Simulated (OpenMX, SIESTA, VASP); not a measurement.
**One calculation of Ru, 3 ways**

```
Ru
1.0
     2.70580    0.00000    0.00000
    -1.35290    2.34329    0.00000
     0.00000    0.00000   25.70475
Ru
6
Direct
  0.66667 0.33333 0.29177
  0.33333 0.66667 0.37506
  0.66667 0.33333 0.45835
  0.33333 0.66667 0.54165
  0.66667 0.33333 0.62494
  0.33333 0.66667 0.70823
```

Alike in all runs: task single point; functional PBE; k mesh 11 × 11 × 1; occupations fermi-dirac, width 0.05 eV; no spin polarisation; no spin-orbit coupling.

```json
{"program and potentials": "OpenMX, OpenMX 2013 PBE set, Ru7.0-s3p2d2, grid cutoff 400 Ry", "plane-wave cutoff (eV)": "-", "notes": "atomic basis; 14 valence electrons an atom on average", "largest force (eV/Å)": "0.719"}
{"program and potentials": "VASP, PBE PAW files Ru_pv, 520 eV", "plane-wave cutoff (eV)": "520", "notes": "14 valence electrons an atom on average", "largest force (eV/Å)": "0.779"}
{"program and potentials": "SIESTA, files PseudoDojo sr-pbe-0.4.1-standard, DZP (energy shift 0.003 Ry; two zetas on semicore shells)", "plane-wave cutoff (eV)": "-", "notes": "atomic basis; 16 valence electrons an atom on average", "largest force (eV/Å)": "0.655"}
```

Force on atom 2 (Ru), eV/Å:

```json
{"program and potentials": "OpenMX, OpenMX 2013 PBE set, Ru7.0-s3p2d2, grid cutoff 400 Ry", "x": "-0.002", "y": "-0.012", "z": "-0.719"}
{"program and potentials": "VASP, PBE PAW files Ru_pv, 520 eV", "x": "0.000", "y": "0.000", "z": "-0.779"}
{"program and potentials": "SIESTA, files PseudoDojo sr-pbe-0.4.1-standard, DZP (energy shift 0.003 Ry; two zetas on semicore shells)", "x": "0.000", "y": "0.000", "z": "-0.655"}
```

The atoms of the given cell lie far from their minimum at this level. Rows in atomic bases carry the error of their basis and grid, which can be large.

The functional is the same throughout but for its coding, so the spread measures potentials, basis and numerics; runs on potential files found faulty are left out.
